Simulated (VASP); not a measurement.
Consider the following.

```
WSi
1.0
    3.14360     0.00000     0.00000
   -1.57180     2.72244     0.00000
    0.00000     0.00000     7.02315
W Si
2 2
Direct
  0.00000   0.00000   0.00000
  0.00000   0.00000   0.50000
  0.33333   0.66667   0.25000
  0.66667   0.33333   0.75000
```

The numbers are results of PBE GGA, VASP's PBE PAW potentials (set 64) (plane waves; VASP), not measurements. Run with 400 eV cut-off, Gaussian smearing of 0.050 eV, potentials W_sv Si.

Question: Give the energies of bands 10 to 21 at the high-symmetry points, in eV from the Fermi level.

Answer: 
```csv
band,Γ,M,K,A,L,H
10,-9.14,-6.82,-7.21,-11.06,-7.88,-7.16
11,-7.67,-6.72,-5.64,-5.23,-5.93,-4.77
12,-3.87,-5.10,-4.69,-5.23,-5.93,-4.77
13,-1.68,-3.71,-4.69,-1.31,-3.46,-4.34
14,-1.68,-3.30,-3.48,-1.31,-3.46,-4.34
15,-0.89,-2.56,-3.48,-1.31,-1.98,-3.51
16,-0.89,-2.18,-1.97,-1.31,-1.98,-3.51
17,-0.10,-1.66,-1.18,0.03,-1.36,-1.38
18,-0.04,0.30,-1.18,0.03,-1.36,-1.38
19,-0.04,1.68,1.76,0.55,2.73,2.77
20,0.85,2.19,1.78,0.55,2.73,2.77
21,1.45,3.15,1.78,0.55,3.20,3.30
```

It has no gap at this level: it comes out as a metal or semimetal.

The structure was generated: WSi was put into the NiAs type type (P6_3/mmc), which need not be its known phase. It was relaxed first, which changed the volume by -39 %.
